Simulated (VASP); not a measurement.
Wanted: the native input for a VASP 6.6.1 run.

* Task: single point
* Functional: PBE
* Potentials or basis: VASP PAW PBE potentials, release 64 (Si)
* Cutoff: 520 eV
* k mesh: 14 × 14 × 14
* Occupations: gaussian, width 0.05 eV
* Spin: no spin polarisation
* Dipole correction: no
* Further INCAR settings: ALGO = Normal; EDIFF = 1e-06; NBANDS = 11

The structure of Si lies in POSCAR:

```
Si
1.0
    0.0000000000      2.7351216505      2.7351216505
    2.7351216505      0.0000000000      2.7351216505
    2.7351216505      2.7351216505      0.0000000000
Si
2
Direct
    0.5000000000      0.5000000000      0.5000000000
    0.7500000000      0.7500000000      0.7500000000
```

One way to write it, as run:

INCAR

```
  ALGO = Normal
  EDIFF = 1E-6
  ENCUT = 520
  GGA = PE
  ISIF = 2
  ISMEAR = 0
  LASPH = True
  LCHARG = False
  LREAL = False
  LWAVE = False
  NBANDS = 11
  NELM = 60
  PREC = Accurate
  SIGMA = 0.05
```

KPOINTS

```
k-points
0
Gamma
  14 14 14
```

Potentials or basis: VASP PAW PBE potentials, release 64 (Si).

Command:

```bash
$ cat potpaw_PBE.64/Si/POTCAR > POTCAR
$ mpirun -np 1 vasp_std > vasp.out
```

It gave:

```json
{
 "Pressure": "-0.1 GPa",
 "Band gap on the k mesh": "0.61 eV, indirect (least direct gap 2.56 eV)"
}
```

Wall time 31 s on 1 thread of Intel(R) Xeon(R) Platinum 8488C (Sapphire Rapids) (shared host), peak memory 0.17 GiB.
